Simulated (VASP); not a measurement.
```xyz
4
Lattice="4.0570 0.0000 0.0000 0.0000 4.0570 0.0000 0.0000 0.0000 4.0570" Properties=species:S:1:pos:R:3 pbc="T T T"
Sc     0.0000     0.0000     0.0000
Al     0.0000     2.0285     2.0285
Al     2.0285     0.0000     2.0285
Al     2.0285     2.0285     0.0000
```

Calculation: PBE GGA with D4 dispersion, VASP's PBE PAW potentials (set 64) (plane waves; VASP 6.6.1). Settings: 520 eV cut-off, 7×7×7 Γ-centred mesh, first-order Methfessel-Paxton smearing of 0.10 eV, potentials Sc_sv Al.

Estimate the energy per atom (σ→0), band gap (on the k-mesh) with the smallest direct gap where there is one.

The band gap (on the k-mesh) is none (metal, semimetal or under 0.01 eV). The energy per atom (σ→0) comes out as -5.169 eV/atom.

The compound is Al3Sc in the L1_2 structure. It was relaxed first. The start is the result of an earlier pass.
